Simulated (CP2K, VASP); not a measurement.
An input for CP2K (PBE, GPW, DZVP-MOLOPT-SR-GTH basis, GTH-PBE potentials (GTH_POTENTIALS)):

```
&GLOBAL
  PROJECT calc
  RUN_TYPE CELL_OPT
  PRINT_LEVEL LOW
&END GLOBAL
&FORCE_EVAL
  METHOD Quickstep
  STRESS_TENSOR ANALYTICAL
  &DFT
    BASIS_SET_FILE_NAME BASIS_MOLOPT
    POTENTIAL_FILE_NAME GTH_POTENTIALS
    &QS
      METHOD GPW
      EPS_DEFAULT 1E-10
      EXTRAPOLATION USE_GUESS
    &END QS
    &MGRID
      CUTOFF 400
      REL_CUTOFF 50
      NGRIDS 5
    &END MGRID
    &SCF
      SCF_GUESS ATOMIC
      EPS_SCF 1E-7
      MAX_SCF 100
      ADDED_MOS 4
      &DIAGONALIZATION
        ALGORITHM STANDARD
      &END DIAGONALIZATION
      &MIXING
        METHOD BROYDEN_MIXING
        ALPHA 0.2
        NBUFFER 8
        BETA 1.5
      &END MIXING
      &SMEAR ON
        METHOD FERMI_DIRAC
        ELECTRONIC_TEMPERATURE [K] 232.09
      &END SMEAR
    &END SCF
    &KPOINTS
      SCHEME MONKHORST-PACK 7 7 4
      GAMMA_CENTERED T
    &END KPOINTS
    &XC
      &XC_FUNCTIONAL PBE
      &END XC_FUNCTIONAL
    &END XC
    &PRINT
      &MO
        EIGENVALUES T
        OCCUPATION_NUMBERS T
        NDIGITS 8
        FILENAME mo
        &EACH
          QS_SCF 0
        &END EACH
        ADD_LAST NUMERIC
      &END MO
      &MULLIKEN OFF
      &END MULLIKEN
    &END PRINT
  &END DFT
  &SUBSYS
    &CELL
      ABC 3.65000000 3.65000024 5.90000000
      ALPHA_BETA_GAMMA 90.00000000 90.00000000 119.99999783
      PERIODIC XYZ
    &END CELL
    &COORD
      Sn       0.00000000     0.00000000     0.00000000
      S       -0.00000002     2.10732868     1.47500000
      S        1.82500002     1.05366432     4.42500000
    &END COORD
    &KIND Sn
      BASIS_SET DZVP-MOLOPT-SR-GTH-q4
      POTENTIAL GTH-PBE-q4
    &END KIND
    &KIND S
      BASIS_SET DZVP-MOLOPT-SR-GTH-q6
      POTENTIAL GTH-PBE-q6
    &END KIND
  &END SUBSYS
  &PRINT
    &FORCES ON
    &END FORCES
    &STRESS_TENSOR ON
    &END STRESS_TENSOR
  &END PRINT
&END FORCE_EVAL
&MOTION
  &CELL_OPT
    OPTIMIZER BFGS
    MAX_ITER 60
    MAX_FORCE 4E-4
    RMS_FORCE 3E-4
    EXTERNAL_PRESSURE [GPa] 0
    PRESSURE_TOLERANCE [bar] 200
  &END CELL_OPT
  &PRINT
    &CELL ON
    &END CELL
    &RESTART OFF
    &END RESTART
    &RESTART_HISTORY OFF
    &END RESTART_HISTORY
  &END PRINT
&END MOTION
```

Problem. Write the VASP files for the same calculation.

Solution. One set of files that does it:

**POSCAR**
```
SnS2
1
    1.8250000000    -3.1609930000     0.0000000000
    1.8250000000     3.1609930000     0.0000000000
    0.0000000000     0.0000000000     5.9000000000
Sn S
1 2
Direct
  0.0000000000   0.0000000000   0.0000000000
  0.3333330000   0.6666670000   0.2500000000
  0.6666670000   0.3333330000   0.7500000000
```

### INCAR
```
SYSTEM = SnS2
PREC = Accurate
ENCUT = 300
EDIFF = 1E-6
NELM = 100
ALGO = Normal
LREAL = .FALSE.
LASPH = .TRUE.
ISMEAR = -1
SIGMA = 0.02
GGA = PE
LMAXMIX = 4
LWAVE = .FALSE.
LCHARG = .FALSE.
ISIF = 3
IBRION = 2
NSW = 50
EDIFFG = -0.01
```

**KPOINTS**
```
Automatic
0
G
  7 7 4
0 0 0
```

POTCAR, in this order: Sn_d S (PBE.64 set). Program: vasp_std.

Both inputs were run and reached self-consistency, which says nothing on mesh or cut-off. Potentials, basis and cut-offs are each code's own, so they don't translate, and total energies aren't comparable.

The structure is a typed SnS2 crystal (P-3m1).
